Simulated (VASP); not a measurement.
A VASP calculation is set up with these files.

POSCAR:
```
ZrO2
1
    0.0000000000     2.5146815429     2.5146815429
    2.5146815429     0.0000000000     2.5146815429
    2.5146815429     2.5146815429     0.0000000000
Zr O
1 2
Direct
  0.0000000000   0.0000000000   0.0000000000
  0.2500000000   0.2500000000   0.2500000000
  0.7500000000   0.7500000000   0.7500000000
```

KPOINTS:
```
Automatic mesh
0
Gamma
8 8 8
0 0 0
```

INCAR:
```
EDIFF = 1E-6
LREAL = .False.
ISIF = 3   ! ions, shape and volume
ALGO = Normal   ! blocked Davidson
IBRION = 2   ! conjugate gradients
LASPH = .True.
EDIFFG = -0.02
ENCUT = 620
LWAVE = .False.
NELM = 100
SYSTEM = ZrO2
LMAXMIX = 4
LCHARG = .False.
LMIXTAU = .True.
METAGGA = R2SCAN
NSW = 40
PREC = Accurate
SIGMA = 0.05   ! width (eV)
ISMEAR = 0   ! Gaussian
PSTRESS = 200   ! kbar
```

POTCAR, in this order: Zr_sv O (PBE.64 set). Program: vasp_std.

Task: Translate this r2SCAN calculation to Ansatz.

Result: One equivalent input (not run):
Ansatz 0.2 input:
```yaml
crystal:
  lattice:
    - [0.0000000, 2.5146815, 2.5146815]
    - [2.5146815, 0.0000000, 2.5146815]
    - [2.5146815, 2.5146815, 0.0000000]
  atoms:
    - { symbol: Zr, position: [0.0000000, 0.0000000, 0.0000000] }
    - { symbol: O, position: [0.2500000, 0.2500000, 0.2500000] }
    - { symbol: O, position: [0.7500000, 0.7500000, 0.7500000] }
kpoints:
  mp_grid: { grid: [8, 8, 8] }
hamiltonian:
  xc: r2scan
  pseudopotentials: { kind: paw }
scf:
  occupations: { method: gaussian, width: 0.05 }
  max_iter: 100
relax:
  max_steps: 40
  f_tol: 0.02
  cell: { p_target: 20 }
output: { forces: true, stress: true, eigenvalues: true }
```
The two are equivalent in intent, not identical: each code has its own PAW files, so the cut-off isn't converted (ENCUT is set for VASP's; basis.ecutwfc is left out, and Ansatz then takes the one that its files recommend); Ansatz stops its SCF on the density residual and VASP on the energy change (EDIFF).

The compound is ZrO2 in the fluorite structure, the high-temperature cubic form, which is unstable at 0 K; the monoclinic form is the stable one. This run relaxes it under an external pressure of 20 GPa. Symmetry was kept, so distortions that lower it aren't found.
